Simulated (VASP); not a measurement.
Computed with PBEsol GGA, VASP's PBE PAW potentials (set 64) (plane waves; VASP 6.6.1). For the first row: Settings: 400 eV cut-off, 9×9×9 Γ-centred mesh, tetrahedra with Blöchl corrections, potentials Al Zn.

```
system                          energy (eV/atom)
------------------------------  ----------------
Al$_{3}$Zn (space group Pm-3m)           -3.4381
Al (fcc)                                 -4.0930
Zn (hcp)                                 -1.5812
```

The references are the elements' solids at the same level; no temperature or zero-point terms are added.

Problem. What is the formation energy per atom of Al3Zn?

Solution. The references average (3×(-4.0930) + 1×(-1.5812))/4 = -3.4650 eV, so the formation energy is -3.4381 − (-3.4650) = 0.027 eV/atom.
